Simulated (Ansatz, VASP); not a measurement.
HPbNO4: VASP beside Ansatz

```xyz
14
Lattice="4.1204 -0.0008 -0.0112 0.0040 6.4272 0.0536 0.0279 3.2071 7.7499" Properties=species:S:1:pos:R:3 pbc="T T T"
H     3.7380    2.9684    3.7875
H     1.6795    6.6644    4.0009
Pb    1.6467    4.2515    5.4933
Pb    3.6983    5.3813    2.2951
N     2.6193    1.9491    1.6102
N     0.5769    7.6848    6.1852
O     3.7590    3.8553    4.2210
O     2.2235    3.1363    1.5259
O     2.2071    1.0645    0.8217
O     3.4590    1.6183    2.5274
O     1.6973    5.7776    3.5672
O     0.1804    6.4980    6.2725
O     0.1698    8.5703    6.9754
O     1.4117    8.0143    5.2631
```

The cell was built by a generator and needn't be a form met in nature.

Alike in both runs: task electron localisation function; functional PBE; k mesh 7 × 5 × 4; occupations fermi-dirac, width 0.05 eV; no spin polarisation.

|  | VASP | Ansatz |
| --- | --- | --- |
| version | VASP 6.6.1 | Ansatz 0.2.0 |
| potentials or method | VASP PAW PBE potentials, release 64 (H, Pb_d, N, O) | Ansatz PAW |
| plane-wave cutoff (eV) | 520 | 420 |
| valence electrons in the cell | 88 | 88 |

Ansatz gave:

* gap on the k mesh at the Fermi level (eV): 3.30
* least direct gap on the mesh (eV): 3.39
* pressure (GPa): 0.0
* largest component of the traceless stress (GPa): 0.02
* rms of the force components (eV/Å): 0.002

**Question.** What did VASP give for the same quantities?

**Answer.** gap on the k mesh at the Fermi level (eV): 3.27; least direct gap on the mesh (eV): 3.36; pressure (GPa): 0.6; largest component of the traceless stress (GPa): 0.52; rms of the force components (eV/Å): 0.148.

Atom by atom the forces differ by 0.148 eV/Å (rms over components). One of these differences is far larger than is usual between the two programs; its cause wasn't traced. The functional is the same, so the differences come from potentials, cutoffs and numerics.

Caveats: spin-orbit coupling is left out, which as a rule narrows the gap of such compounds by several tenths of an eV; the standard files for N, O and F lose accuracy on very short bonds (VASP); an odd mesh through Γ misses points on the zone boundary, where band edges often lie (VASP); odd divisions of the mesh miss points on the zone boundary, where band edges often lie, so the gap on the mesh can be too wide (Ansatz); the pressure holds a Pulay correction of +0.6 GPa for the finite cutoff (Ansatz). As with any semilocal functional, this PBE gap is likely too small.
